A block of tungsten is handed to a density-functional program with its atoms in the usual body-centred cubic arrangement, and the cell is allowed to change size until the energy stops falling. Five such runs differ in how finely the electron waves can be described. That fineness is set by the wave cutoff, the highest kinetic energy of any plane wave used to build them.

VASP 6.6.1 relaxations of cell shape and volume for body-centred cubic tungsten, with PBE and PAW potentials (W_sv), an 18 × 18 × 18 k-point mesh and Gaussian smearing of 0.1 eV, without spin polarisation or spin–orbit coupling. Length a is an edge of the one-atom primitive cell; volume change and energy drop are relative to the starting cell.

| wave cutoff | volume change (%) | relaxed length a (Å) | energy drop per atom (meV) |
| --- | --- | --- | --- |
| 250 eV | 1.640 | 2.75560 | 4.100 |
| 350 eV | 1.840 | 2.75740 | 5.200 |
| 520 eV | 1.970 | 2.75850 | 5.900 |
| 600 eV | 1.980 | 2.75870 | 6.000 |
| 700 eV | 1.990 | 2.75880 | 6.100 |

*Does the cell grow or shrink, and what length is printed?* It grows in every run, since every volume change is positive. The relaxed lengths a, b and c are equal because the crystal keeps its cubic symmetry. They give the distance between neighbouring tungsten atoms, not the edge of the familiar cube. The edge is 2/√3 times longer, which makes 3.186 Å at 700 eV, about 0.7 % more than at the start.

*Is this growth an error of a coarse basis?* No, because a finer basis gives more growth, not less. A coarse basis hides part of the growth instead of causing it. The volume change rises from 1.64 % at 250 eV to 1.99 % at 700 eV. The starting cell is close to the measured one, and PBE, the density functional used here, is known to make tungsten slightly too large. That is the likely source of the growth that remains at high cutoff, although spin–orbit coupling is left out and its share isn't tested. Thermal and zero-point motion are absent too, but they would enlarge the computed cell further.

*Why, then, does a low cutoff give a smaller cell?* During a relaxation the program keeps the set of plane waves it started with. When the cell expands, each wave is stretched with it, and its kinetic energy falls as one over the length squared. The 250 eV run therefore ends with an effective cutoff of about 247 eV. It has lost some of its ability to describe sharp features of the electron waves, and with a basis that was already too small this loss costs energy.

Expansion thus carries an extra charge that has no counterpart in the real metal. It acts like a pressure from outside and stops the growth too early; the effect is known as Pulay stress. This pressure is not built up by the stretching: it already acts on the starting cell, so a restart from the relaxed cell at the same cutoff is expected to leave most of it in place. Its size follows how steeply the bare energy, before any correction by the program, still depends on the cutoff, so it fades as the basis becomes complete. The volumes behave as this predicts: measured against the 700 eV run, the relaxed volume is 0.35 % too small at 250 eV, 0.15 % at 350 eV and only 0.03 % at 520 eV.

A compressed spring with a small weight on top is a fair picture. Released, the spring rises, but it comes to rest a little lower than it would without the weight. The spring stands for the metal held in a cell that is too small for this functional, and the weight stands for the basis error. The picture has two limits: the weight is an artefact that a higher cutoff removes, and tungsten, unlike an ideal spring, becomes somewhat stiffer when squeezed.

*The program reports almost no stress at the end of each run. Doesn't that prove the cell is right?* It proves only that spring and weight are in balance. The printed stress is worked out with the same fixed set of waves, so it vanishes where that set has its lowest energy, even if this is the wrong volume. The largest final stress in any run is below 0.01 GPa. To push the 700 eV cell down to the volume found at 250 eV would take about 1 GPa, more than a hundred times as much. This estimate multiplies the volume shortfall by the stiffness of the metal. Taking it as the size of the false pressure assigns the whole shortfall to the basis.

*Why does the energy drop suffer so much more than the length?* The energy drop per atom is the energy gained between the starting and the relaxed cell. Near its minimum the energy of a solid is a parabola in volume, as it is for a spring in length. The gain is therefore ½B(ΔV)²/V, where B is the stiffness against compression, V the relaxed volume and ΔV the growth. If B hardly depends on the cutoff, the energy drop must follow the square of the volume change.

This can be tried on the coarsest run, with the 700 eV run setting the scale. The volume change at 250 eV is 1.64/1.99 = 0.824 of the value at 700 eV, and the square of this share is 0.68. Multiplied by the 6.1 meV gained at 700 eV, it gives 4.1 meV, which is the value in the table. Simple proportion would have given 5.0 meV.

The output below applies the same rule, scaled only from the 700 eV run, to all the other rows, and it holds to about one per cent of each energy drop. This agreement means that the stiffness is already settled to about one per cent at 250 eV, while the growth of the cell is still far from settled. It also means that the energy drop is no independent witness for the volume, since both come from the same balance. The rule has a clear limit: it turns a known volume error into an error of the energy drop, but it can't tell how large the volume error will be at a given cutoff.

One small fault thus appears in three sizes. At 250 eV the length is too short by 0.12 %, which sounds harmless. The growth is itself a small difference between two nearly equal volumes, so the same fault removes 18 % of it. Squaring then removes 32 % of the energy drop.

*Would the total energy have given a warning?* Hardly. The final energy at 250 eV lies only 1.4 meV above that at 700 eV, and at 350 eV it lies farther away, at 2.0 meV, although the cell is better. The starting cell, which is the same in every run, also rises in energy from 250 to 350 eV, by 1.7 meV, and at 250 eV it even lies 0.6 meV below its value at 700 eV. Adding plane waves should only lower the bare energy of a given cell, so the rise must come from something else. The program adds a correction for the cutoff, taken from the free atom, which cancels much of the basis error in the total energy, and this is the probable reason. A flat total energy is therefore poor evidence for a settled volume.

*What would change with another element?* Two properties decide the volume error: how strongly the bare energy per volume still depends on the cutoff, and how stiff the solid is. The first sets the false pressure, and the second sets how far the cell yields to it. A metal half as stiff as tungsten, under the same false pressure, would be about 0.7 % too small in volume at 250 eV instead of 0.35 %. The condition matters, because elements whose electron waves have sharper features need a higher cutoff, and no second element is computed here to show how the two properties combine.

*Which digits can be trusted?* Between 600 and 700 eV the length moves by 0.0001 Å, the volume change by 0.01 percentage points and the energy drop by 0.1 meV or less. The final zero of each volume change and length, and the final two zeros of each energy drop, only fill up the columns. In the table these steps are as small as the last digits that remain. The unrounded volumes still rise steadily, from 16.15912 Å³ at 520 eV through 16.16206 Å³ to 16.16321 Å³ at 700 eV. The last step, 0.007 %, is about three times what the leftover stress is worth, so it is most likely the fading tail of the same basis error. The 600 eV run had a looser stopping threshold, but its final stress is like that of its neighbours. At 520 eV the length already agrees with the finest run to better than 0.001 Å. This trust covers the cutoff alone: the mesh of electron wave vectors and the smearing are the same in all five runs, and no cutoff removes the error of the functional.

For a relaxation of this kind, the practical rule is to repeat it at a clearly higher cutoff and to compare the relaxed lengths, not the leftover stress or the total energy. A small relative change in length counts three times in the volume. A small relative change in the volume growth counts about twice in the energy drop. The cutoff is high enough when the most sensitive quantity that will be used moves by less than the accuracy needed. Of the quantities in this table, the most sensitive is the energy drop.

Printed output of the fit:

```
Shortfall against the 700 eV run:
     row  volume in percent  length in A  energy drop in meV  missing pressure in GPa
  250 eV              0.347       0.0032                1.94                    1.068
  350 eV             0.1504       0.0014                0.85                    0.463
  520 eV             0.0253       0.0003                0.15                  0.07789
  600 eV           0.007115       0.0001                0.04                   0.0219
  700 eV                  0            0                   0                        0
Energy drop in meV and two rules scaled from 700 eV:
     row  computed  square rule  plain proportion
  250 eV      4.14         4.11             4.999
  350 eV      5.23        5.179             5.611
  520 eV      5.93        5.923             6.001
  600 eV      6.04        6.036             6.058
  700 eV      6.08         6.08              6.08
Stiffness and total energy:
     row  parabola GPa  with cubic term GPa  final energy above 700 eV run in meV
  250 eV         317.6                309.3                                  1.38
  350 eV         319.1                309.8                                  1.98
  520 eV         316.7                306.9                                   0.4
  600 eV         316.6                306.7                                  0.06
  700 eV         316.4                306.5                                     0
Conventional edge at 700 eV in A: 3.186
Growth of the edge from the start at 700 eV in percent: 0.66
Volume growth at 250 eV in percent of that at 700 eV: 82.22
Energy drop at 250 eV in percent of that at 700 eV: 68.09
Length at 250 eV below that at 700 eV in percent: 0.116
Effective cutoff of the 250 eV run in its relaxed cell in eV: 247.3
Largest printed final stress in GPa: 0.007509
Volume worth of that stress in percent: 0.002439
Missing pressure at 250 eV over largest printed stress: 142.3
Volume shortfall at 250 eV in percent if the solid were half as stiff under the same missing pressure: 0.694
```
